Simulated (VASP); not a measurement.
Given:

```
CELL_PARAMETERS angstrom
      0.00000     1.91366     1.91366
      1.91366     0.00000     1.91366
      7.70221     7.70221    -0.04759
ATOMIC_POSITIONS crystal
  Rh 0.98386 0.98386 0.01210
  Rh 0.00000 0.00000 0.25000
  Rh 0.01614 0.01614 0.48790
  Ag 0.00000 0.00000 0.75000
```

The numbers are results of PBEsol GGA, VASP's PBE PAW potentials (set 64) (plane waves; VASP), not measurements. Run with 400 eV cut-off, Gaussian smearing of 0.050 eV, potentials Rh_pv Ag.

Give the energies of bands 19 to 32 at the high-symmetry points, in eV from the Fermi level.

| band | Γ | T | H2 | L | S0 | F |
|---|---|---|---|---|---|---|
| 19 | -3.16 | -3.09 | -3.80 | -2.89 | -3.83 | -3.01 |
| 20 | -3.08 | -3.09 | -2.94 | -2.77 | -2.97 | -2.69 |
| 21 | -3.08 | -3.01 | -2.88 | -2.38 | -2.85 | -2.44 |
| 22 | -2.87 | -2.87 | -2.26 | -1.65 | -2.26 | -2.37 |
| 23 | -2.63 | -2.87 | -2.23 | -1.52 | -2.23 | -1.30 |
| 24 | -2.63 | -2.32 | -1.76 | -0.96 | -1.77 | -0.39 |
| 25 | -2.50 | -2.32 | -1.05 | -0.68 | -1.07 | 0.34 |
| 26 | -2.50 | -1.66 | -1.05 | 0.17 | -1.04 | 0.40 |
| 27 | -1.00 | -1.20 | -0.03 | 0.53 | -0.03 | 0.53 |
| 28 | -1.00 | -1.02 | 0.00 | 0.84 | -0.01 | 0.54 |
| 29 | -0.60 | -1.02 | 0.28 | 0.93 | 0.29 | 0.84 |
| 30 | -0.60 | -0.47 | 5.50 | 1.98 | 5.62 | 0.95 |
| 31 | 0.42 | -0.47 | 5.76 | 2.53 | 5.67 | 2.77 |
| 32 | 0.42 | 0.32 | 6.07 | 3.74 | 6.02 | 3.52 |

It has no gap at this level: it comes out as a metal or semimetal.

The structure was generated: AgRh3 was put into an ordered model structure (R-3m), which need not be its known phase. It was relaxed first.
